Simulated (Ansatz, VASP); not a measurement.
## Zn (Zinc) in two plane-wave programs

Aim: how closely do two programs agree when they are given the same cell, functional and k mesh? The two relaxations start from unlike cells of this crystal (the structure described is Ansatz's start), so only their ends are compared.

Calculated with Ansatz 0.2.0; plane waves, with VASP 6.6.1 beside it; relaxation of cell and atoms at r2SCAN.

### 1. The starting structure

The structure is hexagonal, space group P6_3/mmc (No. 194). The conventional cell has a = 2.597 Å, b = 2.597 Å, c = 4.874 Å, α = 90.00°, β = 90.00°, γ = 120.00°. Zn has 12 Zn at 2.60 to 2.86 Å nearest.

As a file:

```cif
data_structure
_symmetry_space_group_name_H-M 'P6_3/mmc'
_symmetry_Int_Tables_number 194
_cell_length_a 2.5968
_cell_length_b 2.5968
_cell_length_c 4.8745
_cell_angle_alpha 90.000
_cell_angle_beta 90.000
_cell_angle_gamma 120.000
_cell_volume 28.47
loop_
_atom_site_label
_atom_site_type_symbol
_atom_site_symmetry_multiplicity
_atom_site_Wyckoff_symbol
_atom_site_fract_x
_atom_site_fract_y
_atom_site_fract_z
_atom_site_occupancy
Zn1 Zn 2 c 0.33333 0.66667 0.25000 1
```

### 2. VASP: relaxation of cell and atoms, r2SCAN

The relaxed volume is the usual yardstick between codes: in a stiff, nearly cubic crystal its relative difference is about their pressure difference at one cell divided by the bulk modulus.

Lines of VASP's logs that name or quote its potential files are left out, and so is its time.

INCAR reads:

```
SYSTEM = Zn
PREC = Accurate
ENCUT = 550
EDIFF = 1E-07
NELM = 120
ISMEAR = -1
SIGMA = 0.15
LREAL = .FALSE.
ALGO = Normal
METAGGA = R2SCAN
LASPH = .TRUE.
NBANDS = 18
LORBIT = 11
LWAVE = .FALSE.
LCHARG = .FALSE.
ISIF = 3
IBRION = 2
NSW = 80
EDIFFG = -0.005
GGA_COMPAT = .FALSE.
NELMIN = 4
LMIXTAU = .TRUE.
KPAR = 2
```

POSCAR reads:

```
Zn
1.0
    2.6093297186     -0.0000000028      0.0000000000
   -1.3046653641      2.2597459039      0.0000000000
    0.0000000000      0.0000000000      4.9356551368
Zn
2
Direct
    0.3333333876      0.6666665184      0.2499999487
    0.6666669975      0.3333334816      0.7500000513
```

KPOINTS reads:

```
Automatic mesh
0
Gamma
24 24 10
0 0 0
```

Potentials, in the order of the species: Zn (PBE family, release 64).

Started as:

```sh
$ mpirun -np 2 vasp_std
```

Numbers of over 12 decimals in the logs are rounded to 6 here.

What it wrote:

```text
[banner, memory and clock lines left out]
running    2 mpi-ranks, on    1 nodes
 distrk:  each k-point on    1 cores,    2 groups
 distr:  one band on    1 cores,    1 groups

 POSCAR found type information on POSCAR Zn
 POSCAR found :  1 types and       2 ions
|                                                                             |
|               ----> ADVICE to this user running VASP <----                  |
|                                                                             |
|     You enforced a specific xc type in the INCAR file but a different       |
|     [... a line on the potential file left out ...]
|     I HOPE YOU KNOW WHAT YOU ARE DOING!                                     |
|                                                                             |

 LDA part: xc-table for (None), standard interpolation
 POSCAR, INCAR and KPOINTS ok, starting setup
 FFT: planning ... GRIDC
 FFT: planning ... GRID_SOFT
 FFT: planning ... GRID
 WAVECAR not read
 entering main loop
       N       E                     dE             d eps       ncg     rms          rms(c)
DAV:   1     0.936496492016E+02    0.93650E+02   -0.13409E+04 13576   0.228E+03
DAV:   2    -0.160012436849E+02   -0.10965E+03   -0.10666E+03 13256   0.312E+02
DAV:   3    -0.208219872925E+02   -0.48207E+01   -0.48041E+01 14780   0.744E+01
DAV:   4    -0.208499090626E+02   -0.27922E-01   -0.27914E-01 14458   0.572E+00
DAV:   5    -0.208499505149E+02   -0.41452E-04   -0.41452E-04 14234   0.198E-01    0.449E+00
DAV:   6    -0.184055196668E+02    0.24444E+01   -0.23451E+00 13982   0.320E+01    0.433E+00
DAV:   7    -0.177588785801E+02    0.64664E+00   -0.19194E-01 14228   0.803E+00    0.232E+00
DAV:   8    -0.178005865800E+02   -0.41708E-01   -0.91366E-02 14038   0.370E+00    0.317E-01
DAV:   9    -0.178038304067E+02   -0.32438E-02   -0.43528E-02 13748   0.203E+00    0.214E-01
DAV:  10    -0.177943349968E+02    0.94954E-02   -0.87625E-03 16676   0.161E+00    0.123E-01
DAV:  11    -0.178104754323E+02   -0.16140E-01   -0.28355E-02 13530   0.117E+00    0.751E-02
DAV:  12    -0.178106831882E+02   -0.20776E-03   -0.23035E-03 13552   0.475E-01    0.128E-01
DAV:  13    -0.178106632248E+02    0.19963E-04   -0.42379E-05 17220   0.127E-01    0.913E-02
DAV:  14    -0.178128687199E+02   -0.22055E-02   -0.13169E-03 13328   0.344E-01    0.181E-02
DAV:  15    -0.178129337805E+02   -0.65061E-04   -0.62977E-05 13774   0.573E-02    0.149E-02
DAV:  16    -0.178129403077E+02   -0.65272E-05   -0.36835E-06 14514   0.194E-02    0.995E-03
DAV:  17    -0.178129482734E+02   -0.79657E-05   -0.21323E-06 13506   0.121E-02    0.447E-03
DAV:  18    -0.178129439948E+02    0.42786E-05   -0.21455E-06 13734   0.176E-02    0.954E-04
DAV:  19    -0.178129439419E+02    0.52920E-07   -0.38402E-08  8752   0.180E-03
   1 F= -.17812944E+02 E0= -.17799660E+02  d E =-.178129E+02
[...]
2 F= -.17812982E+02 E0= -.17799718E+02  d E =-.378738E-04
[...]
3 F= -.17812980E+02 E0= -.17799715E+02  d E =-.361263E-04
 curvature:  -0.09 expect dE=-0.728E-06 dE for cont linesearch -0.672E-06
 ZBRENT: interpolating
 opt :   0.5798  next Energy=   -17.812982 (dE=-0.384E-04)
 bond charge predicted
       N       E                     dE             d eps       ncg     rms          rms(c)
DAV:   1    -0.178130458476E+02   -0.65829E-04   -0.63548E-04 14010   0.497E-01    0.579E-02
DAV:   2    -0.178129575370E+02    0.88311E-04   -0.16862E-04 14076   0.301E-01    0.191E-02
DAV:   3    -0.178129635483E+02   -0.60113E-05   -0.26366E-06 13498   0.224E-02    0.106E-02
DAV:   4    -0.178129601436E+02    0.34047E-05   -0.62157E-06 14236   0.237E-02    0.182E-03
DAV:   5    -0.178129651526E+02   -0.50090E-05   -0.86784E-07 13520   0.867E-03    0.535E-04
DAV:   6    -0.178129656872E+02   -0.53457E-06   -0.53771E-08  9354   0.177E-03    0.291E-04
DAV:   7    -0.178129675487E+02   -0.18615E-05   -0.85384E-08  9480   0.275E-03    0.145E-04
DAV:   8    -0.178129664610E+02    0.10877E-05   -0.11273E-08  6628   0.121E-03    0.855E-05
DAV:   9    -0.178129669782E+02   -0.51715E-06   -0.26032E-09  6630   0.505E-04    0.345E-05
DAV:  10    -0.178129669304E+02    0.47818E-07   -0.12204E-10  6630   0.107E-04
   4 F= -.17812967E+02 E0= -.17799695E+02  d E =-.229885E-04
 curvature:  -0.29 expect dE=-0.427E-06 dE for cont linesearch -0.380E-06
 trial: gam= 0.00000 g(F)=  0.387E-42 g(S)=  0.147E-05 ort =-0.536E-05 (trialstep = 0.916E+00)
 search vector abs. value=  0.147E-05
 reached required accuracy - stopping structural energy minimisation
```

Parts of OUTCAR (step 2):

```text
ion  position               nearest neighbor table
   1  0.333  0.667  0.250-   2 2.89   2 2.89   2 2.89   2 2.89   2 2.89   2 2.89
   2  0.667  0.333  0.750-   1 2.89   1 2.89   1 2.89   1 2.89   1 2.89   1 2.89

  LATTYP: Found a hexagonal cell.
 ALAT       =     2.6093297186
 C/A-ratio  =     1.8915413800

 Subroutine GETGRP returns: Found 24 space group operations
 (whereof 12 operations were pure point group operations)

The static configuration has the point symmetry D_3d.
 The point group associated with its full space group is D_6h.

 Found    366 irreducible k-points:

   k-points           NKPTS =    366   k-points in BZ     NKDIM =    366   number of bands    NBANDS=     18

   dimension x,y,z NGX =    20 NGY =   20 NGZ =   40
   dimension x,y,z NGXF=    40 NGYF=   40 NGZF=   80

   ENCUT  =  550.0 eV  40.42 Ry    6.36 a.u.   4.99  4.99  9.44*2*pi/ulx,y,z

   NELECT =      24.0000    total number of electrons

 k-points in reciprocal lattice and weights: Automatic mesh
   0.00000000  0.00000000  0.00000000       0.000
   0.04166667  0.00000000  0.00000000       0.001
   0.08333333  0.00000000  0.00000000       0.001
   0.12500000  0.00000000  0.00000000       0.001
   0.16666667  0.00000000  0.00000000       0.001
   0.20833333  0.00000000  0.00000000       0.001
   0.25000000  0.00000000  0.00000000       0.001
   0.29166667  0.00000000  0.00000000       0.001
   0.33333333  0.00000000  0.00000000       0.001
[...]
0.33333333  0.29166667  0.50000000       0.002
   0.33333333  0.33333333  0.50000000       0.000

 average (electrostatic) potential at core
       1 -42.2400       2 -42.2400

 E-fermi :   3.2797

 k-point     1 :       0.0000    0.0000    0.0000
  band No.  band energies     occupation
    ...
      9      -4.3772      2.00000
     10      -4.1704      2.00000
     11      -4.1704      2.00000
     12      -0.8088      2.00000
     13      -0.0188      2.00000
     14      17.4221      0.00000
     15      21.1658      0.00000
     16      22.7863      0.00000
     17      22.7863      0.00000
     18      24.1357      0.00000

 k-point     2 :       0.0417    0.0000    0.0000
  band No.  band energies     occupation
    ...
      9      -4.3825      2.00000
     10      -4.2080      2.00000
     11      -4.1699      2.00000
     12      -0.7137      2.00000
     13       0.0088      2.00000
     14      17.4865      0.00000
     15      21.0340      0.00000
     16      21.5631      0.00000
     17      22.0681      0.00000
     18      23.3420      0.00000

 k-point     3 :       0.0833    0.0000    0.0000
  band No.  band energies     occupation
    ...
      9      -4.3976      2.00000
     10      -4.3018      2.00000
     11      -4.1689      2.00000
     12      -0.4416      2.00000
     13       0.0939      2.00000
     14      17.6772      0.00000
     15      19.2069      0.00000
     16      20.9564      0.00000
     17      21.2148      0.00000
     18      22.6656      0.00000

  Total        0.0054240      0.0054240      0.0015004     -0.0000000      0.0000000      0.0000000
  in kB        0.2988198      0.2988198      0.0826619     -0.0000001      0.0000000      0.0000000
  external PRESSURE =       0.2267671 kB  Pullay stress =       0.0000000 kB

  energy-cutoff  :      550.00
  volume of cell :       29.08
      direct lattice vectors                 reciprocal lattice vectors
     2.608659203 -0.000000003  0.000000000     0.383338690  0.221320773 -0.000000000
    -1.304330106  2.259165220 -0.000000000     0.000000000  0.442641376 -0.000000000
     0.000000000  0.000000000  4.934603059    -0.000000000  0.000000000  0.202650545

 POSITION                                       TOTAL-FORCE (eV/Angst)
 -----------------------------------------------------------------------------------
     -0.00000      1.50611      1.23365        -0.000000     -0.000000     -0.000000
      1.30433      0.75306      3.70095         0.000000      0.000000      0.000000
 -----------------------------------------------------------------------------------
    total drift:                               -0.000072      0.000012     -0.000032

  FREE ENERGIE OF THE ION-ELECTRON SYSTEM (eV)
  ---------------------------------------------------
  free  energy   TOTEN  =       -17.8129669304 eV

  energy  without entropy=      -17.7864221451  energy(sigma->0) =      -17.79969454

 reached required accuracy - stopping structural energy minimisation

 total charge
# of ion       s       p       d       tot
------------------------------------------
    1        0.591   0.496   9.732  10.819
    2        0.591   0.496   9.732  10.819
--------------------------------------------------
tot          1.182   0.992  19.463  21.638

[... 3 further parts left out ...]
```

CONTCAR:

```
Zn
   1.00000000000000
     2.6086592027787825   -0.0000000026487759    0.0000000000000000
    -1.3043301059293326    2.2591652200284082   -0.0000000000000000
     0.0000000000000000    0.0000000000000000    4.9346030592873813
  Zn
     2
Direct
     0.3333333875999998    0.6666665183999996    0.2499999487000011
     0.6666669975000019    0.3333334816000004    0.7500000512999989
```

### 3. Ansatz: relaxation of cell and atoms, r2SCAN

Ansatz runs on its PAW soft_1 files.

Its own start cell and the same functional, mesh and smearing now go to Ansatz, which takes its cutoff from its data sets.

input.yaml reads:

```yaml
crystal:
  lattice:
    - [2.5967692386, 0.0, 0.0]
    - [-1.2983846193, 2.2488681284, 0.0]
    - [0.0, 0.0, 4.8744649644]
  atoms:
    - { symbol: Zn, position: [0.3333333333, 0.6666666667, 0.25] }
    - { symbol: Zn, position: [0.6666666667, 0.3333333333, 0.75] }
kpoints:
  mp_grid: { grid: [24, 24, 10] }
hamiltonian:
  xc: r2scan
  pseudopotentials: { kind: paw, azcp: { folder: soft_1 } }
scf:
  occupations: { method: fermi_dirac, width: 0.15 }
output:
  forces: true
  stress: true
  eigenvalues: true
relax:
  adjacent_minimum: "off"
  f_tol: 0.001
  max_steps: 60
  cell: { stress_tol: 0.01 }
```

Started as:

```sh
$ ansatz run input.yaml --threads 4 --pin off --max-ram 15360MiB --backend cpu --events-out ev --progress --plain --runs-dir out
```

What it wrote:

```text
Engine: ansatz 0.2.0, aarch64-unknown-linux-gnu
Pseudopotentials: kind: paw
Pseudopotential: Zn, paw, valence charge 12, recommended cutoff 500 eV (meta_gga), soft_1/Zn.paw.azcp
Functional definition: r2SCAN
  parameter k0 = 0.174
  parameter k1 = 0.065
  parameter a1 = 4.9479
  exchange = r2scan_x(k0 = k0, k1 = k1, a1 = a1)
  correlation = r2scan_c
Crystal: 2 atoms, lattice volume = 28.466 Å³
Basis set: ecut = 500 eV, 725 PW (Γ), exchange–correlation on 80×80×144 points (64 copies of the dense FFT grid, shifted against one another)
Bands: 16, of which v1, the nominal top of the filled ones, is band 12 counted from 1 (11 counted from 0)
Symmetry: 24 space group operations
Space group: P63/mmc (ITA 194), of the structure as read, at distance tolerance 3.1e-5 Å
k-points: 366 of 5760
Non-local potential: Zn, projectors of the file, l = 0: 2, l = 1: 2, l = 2: 3, l = 3: 1
PAW form: soft (Blöchl's): semilocal exchange-correlation on the pseudo side does not see the compensation charge
PAW frozen core: Zn, regenerated for the run's functional (the file was generated under x = pbe(κ = 0.804, μ = 0.219515), c = pbe(β = 0.066725))
PAW one-centre angular grid: Zn, 590 points (default); XC on 160 Gauss nodes
Initial density: superposition of atomic densities (chi_scale 0.1, normalization cell)
Initial wavefunctions: pseudopotential atomic-orbital guess
Functional: x = r2scan, c = r2scan; τ floored in thin density (d = 2e-4 eV/Å³)
iter 1 solved again at ethr=1.67e-3 eV; its pass at ethr=3.10e-3 eV (dr2=4.00e-1 eV) is discarded
SCF iter   1: F=—  HF=-6651.337837 eV  |F-HF|=—  |Δ(HF+E_count)|=         —  Δρ=4.02e-2  dr2=4.11e-1  dr2_τ=1.08e-2  ethr=1.67e-3  ⟨swp⟩=1.0  Hψ=43615  notcnv=0
preconditioner: auto → none  [metal: Δε(μ)=0.021 eV  Ē_g=13.715 eV  σ=0.150 eV  W_gap=0.04  n_scr=4 (ndim 8)  ℏωp=34.1 eV  f_vac=0.000  D(μ)=0.34/eV (n_scr^D=2)  sad-step TF]
SCF iter   2: F=—  HF=-6651.322304 eV  |F-HF|=—  |Δ(HF+E_count)|=   1.55e-2  Δρ=2.24e-2  dr2=7.45e-2  dr2_τ=3.55e-3  ethr=1.67e-3  ⟨swp⟩=2.0  Hψ=11495  notcnv=0
SCF iter   3: F=—  HF=-6651.353698 eV  |F-HF|=—  |Δ(HF+E_count)|=   3.14e-2  Δρ=1.05e-2  dr2=1.75e-2  dr2_τ=3.71e-4  ethr=3.10e-4  ⟨swp⟩=2.3  Hψ=13944  notcnv=0
SCF iter   4: F=—  HF=-6651.369544 eV  |F-HF|=—  |Δ(HF+E_count)|=   1.58e-2  Δρ=4.70e-3  dr2=2.37e-3  dr2_τ=1.98e-5  ethr=7.31e-5  ⟨swp⟩=2.0  Hψ=10388  notcnv=0
SCF iter   5: F=—  HF=-6651.370023 eV  |F-HF|=—  |Δ(HF+E_count)|=   4.79e-4  Δρ=3.20e-4  dr2=1.43e-5  dr2_τ=1.97e-7  ethr=9.88e-6  ⟨swp⟩=2.1  Hψ=10157  notcnv=0
SCF iter   6: F=—  HF=-6651.370031 eV  |F-HF|=—  |Δ(HF+E_count)|=   8.17e-6  Δρ=6.50e-5  dr2=7.67e-7  dr2_τ=5.46e-9  ethr=5.97e-8  ⟨swp⟩=2.1  Hψ=10359  notcnv=0
SCF iter   7: F=-6651.370032 eV  HF=-6651.370032 eV  |F-HF|=3.00e-11  |Δ(HF+E_count)|=   4.83e-7  Δρ=7.08e-6  dr2=7.28e-9  dr2_τ=1.33e-10  ethr=4.17e-10  ⟨swp⟩=6.7  Hψ=29190  notcnv=0
SCF 1 converged in 7 iterations: F = -6651.370032 eV  dr2 = 7.28e-9
  greatest PAW one-centre occupation: 0.980 electrons in one spin orbital (limit 2), on the Zn atom at site 1 (counted from 0), in its partial waves of l = 2
relax step   1: F+E_penalty+E_count = -6651.37003165 eV  Δ(F+E_penalty+E_count) = +0.000e0 eV  max|allowed force component| = 7.401e-17 eV/Å  Δτ_max = 0.0000 Å  P = +1.389 GPa  Ω = 28.466 Å³  (7 SCF iters, dr2 threshold 1.00e-7 eV, accepted)
[...]
relax step   5: F+E_penalty+E_count = -6651.37193906 eV  Δ(F+E_penalty+E_count) = -1.853e-5 eV  max|allowed force component| = 2.961e-16 eV/Å  Δτ_max = 0.0000 Å  P = +0.001 GPa  Ω = 28.995 Å³  energy of the carried Pulay correction = -2.851e-4 eV  (4 SCF iters, dr2 threshold 3.31e-8 eV, accepted)
[...]
relax step   6: F+E_penalty+E_count = -6651.37226075 eV  Δ(F+E_penalty+E_count) = -3.217e-4 eV  max|allowed force component| = 3.331e-16 eV/Å  Δτ_max = 0.0000 Å  P = +0.016 GPa  Ω = 28.995 Å³  stress off target by 3.15e-2 GPa  SCF on the basis re-selected at this cell (its energy is not comparable with the rows above)  (7 SCF iters)
[...]
relax step   7: F+E_penalty+E_count = -6651.37225600 eV  Δ(F+E_penalty+E_count) = +4.744e-6 eV  max|allowed force component| = 1.850e-16 eV/Å  Δτ_max = 0.0000 Å  P = +0.001 GPa  Ω = 29.005 Å³  energy of the carried Pulay correction = -6.175e-6 eV  (4 SCF iters, dr2 threshold 2.48e-9 eV, accepted)
[...]
relax step   8: F+E_penalty+E_count = -6651.37226151 eV  Δ(F+E_penalty+E_count) = -5.509e-6 eV  max|allowed force component| = 7.401e-17 eV/Å  Δτ_max = 0.0000 Å  P = +0.001 GPa  Ω = 29.005 Å³  stress off target by 2.94e-3 GPa  SCF on the basis re-selected at this cell (its energy is not comparable with the rows above)  (5 SCF iters)
basis re-selected at this cell: Δ(F+E_penalty+E_count) = -5.509e-6 eV, ΔP = +0.000 GPa vs the last step (what re-selecting the basis moved, of the pressure what is left beyond the Pulay correction that the steps carried, after the strain that the cell walked since its last selection, with what the two solves' SCF thresholds leave and, on support functions, any second-order correction that the steps lacked; it is no m [...]
SCF converged after 5 iterations
Free energy (F): -6651.372262 eV
Harris-Foulkes:  -6651.372262 eV  (|F-HF|=3.64e-12)
Internal energy: -6651.346063 eV  (E = F + TS)
E sigma→0 (E₀):  -6651.359162 eV
Entropy (-TS):   -0.026198 eV (-13.099 meV/atom)
Fermi energy:    11.538525 eV
--- Per-component energies (eV) ---
  E_band       = 99.899061
  E_kinetic    = 293.427998
  E_local      = -3474.174168  (includes V_loc(G=0)·N_el)
  E_nonlocal   = 1644.253540
  E_hartree    = 1299.442154
  E_xc         = -140.290689
  E_vxc        = -104.212694  (∫ρ·V_xc dr)
  E_paw        = -3827.088488  (= ΣΔE_a)
  E_vpaw       = -863.992409  (= ΣTr[D̂ρ^β])
  E_aug_tail   = 0.000152  (compensation charges beyond the density's cutoff)
  E_vtau       = 5.712331  (kinetic-family band-sum trace: ∫τ·v_τ [+ j·A + Jᵃ·Aᵃ] dr)
  E_ewald      = -2446.551329
  E_core_change = -0.365234  (= ΣΔE_core)
  E_smearing   = -0.026198  (= −TS)
  E_closure    = 0.000000  (closes the sum)
  Σ components = -6651.372262   (vs F -6651.372262, Δ=0.00e0)
--- Forces (eV/Å), atoms counted from 1 ---
  atom   1  Zn    -0.00000000     0.00000000     0.00000000
  atom   2  Zn    -0.00000000    -0.00000000     0.00000000
  max |Σ_I F_I| component: 7.40e-17 eV/Å
--- Stress (GPa, compression-positive) ---
        0.000319      -0.000000       0.000000
        0.000000       0.000319       0.000000
        0.000000       0.000000       0.002935
  P = ⅓ Tr σ = 0.0012 GPa (0.012 kbar)
--- Band table (eV; the first three rows and the last of 366) ---
  k-point 0: bands = [... 8 lower, 3.9215, 4.1248, 4.1248, 7.4207, 8.2123, 25.4403, 29.2389, 31.1002]
  k-point 1: bands = [... 8 lower, 3.9282, 4.1212, 4.1212, 6.4970, 9.2779, 24.2788, 30.4352, 31.1654]
  k-point 2: bands = [... 8 lower, 3.9470, 4.1103, 4.1103, 5.4228, 10.7846, 22.2484, 31.3582, 31.3582]
  k-point 365: bands = [... 8 lower, 4.1026, 4.1026, 12.6248, 12.6248, 13.5179, 13.5179, 14.3998, 14.3998]
--- Relaxed structure (6 steps of the walk, 6 accepted, 2 SCFs on fresh bases) ---
  F+E_penalty+E_count = -6651.37226151 eV   max|allowed force component| = 7.401e-17 eV/Å   (the final SCF, on the basis selected at the relaxed cell)
  cell:  # Å, volume = 29.0050 Å³
    - [2.602386, 0, 0.0]
    - [-1.301193, 2.253732, 0.0]
    - [0.0, 0.0, 4.945374]
  atoms:
    - { symbol: Zn, position: [0.333333, 0.666667, 0.25] }
    - { symbol: Zn, position: [0.666667, 0.333333, 0.75] }
```

### 4. Differences

Known differences besides the potentials themselves: VASP keeps PBE cores, Ansatz makes them for the functional; the cutoff is 500 eV in Ansatz and 550 eV in VASP; Ansatz adds a Pulay correction to the stress that steers its cell, VASP none. Total energies have different zeros and are not compared.

Compared:

| quantity | Ansatz | VASP | difference |
| --- | --- | --- | --- |
| volume (Å³) | 29.01 | 29.08 | -0.26 % |
| edge a after relaxation, in the typed setting (Å) | 2.602 | 2.609 | -0.24 % |
| edge c after relaxation, in the typed setting (Å) | 4.945 | 4.935 | +0.22 % |

### 5. Summary of results

```json
{"difference in volume (relaxation of cell and atoms, r2SCAN)": "-0.26 %"}
```

**Reading.** The difference in volume is -0.26 % (relaxation of cell and atoms, r2SCAN), within the 1.2 % picked in this series as the mark of a large difference, as far as the stopping tolerances let one tell. How closely two codes agree says nothing of how well the functional describes the real material.

[Lines on the potential files, build, host, timing and source positions are cut from VASP's logs without a mark.]

[Logs are printed without paths, hosts, clocks, repeated set-up lines and the standing remarks that a program may print on its own settings, such as how far it seeks lower states.]

[Hosts, paths, dates, database ids (printed as entryN), source tags and the programs' standing remarks are cut or masked in the printed files.]
